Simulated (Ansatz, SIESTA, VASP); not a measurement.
**LaIn5Rh (P4/mmm, 7 atoms in the cell) computed with different codes at matched settings**

Self-consistent single point.

```yaml
crystal:
  lattice:
    - [4.64255, 0.00000, 0.00000]
    - [0.00000, 4.64255, 0.00000]
    - [0.00000, 0.00000, 7.53034]
  atoms:
    - { symbol: La, position: [0.00000, 0.00000, 0.00000] }
    - { symbol: In, position: [0.50000, 0.50000, 0.00000] }
    - { symbol: In, position: [0.50000, 0.00000, 0.69223] }
    - { symbol: In, position: [0.50000, 0.00000, 0.30777] }
    - { symbol: In, position: [0.00000, 0.50000, 0.69223] }
    - { symbol: In, position: [0.00000, 0.50000, 0.30777] }
    - { symbol: Rh, position: [0.00000, 0.00000, 0.50000] }
```

Shared settings, as Ansatz (a quantum-chemistry and plane-wave program) writes them: kpoints.mp_grid.grid = 5 5 3; magnetization.spin_orbit = true; scf.occupations.method = fermi_dirac; scf.occupations.width = 0.0037 Ry. Potentials and cutoffs stand in the table.

```csv
code,model,pressure (GPa),largest force (eV/Å),cutoff
SIESTA,"GGA PBEsol with spin-orbit coupling, numerical atomic orbitals DZP, PseudoDojo PBEsol fully relativistic norm-conserving potentials (rewritten from UPF to PSML)",–,0.214,grid 350 Ry
Ansatz,"PBEsol with spin-orbit coupling, PAW files made with PBE",0.89,0.204,default
VASP,"PBEsol, spin-orbit coupling, VASP's PBE PAW potentials (set 64)",0.51,0.214,300 eV
```

A dash marks a value that a program does not give, or that is left out as unsure.

The spread over the programs that give each value: pressure within 0.38 GPa; largest force within 0.010 eV/Å.

SIESTA uses small atom-centred bases, whose incompleteness enters pressures, forces and empty levels differently from a plane-wave cutoff. Ansatz's pressure is given at a fixed set of plane waves, as the other plane-wave codes print theirs; with its correction for the finite basis it is 0.94 GPa.

VASP's run is marked for a possible Pulay error in its stress at this cutoff; no cutoff test was made.

The starting cell comes from a database of computed structures (which also holds hypothetical and non-ambient phases and stackings), without a prior relaxation at this level. Its lattice was rescaled by a random factor within 2.5 % of one.

Left out of this page: Elk (not drawn, or without a comparable value).

Keys are those of Ansatz 0.2.
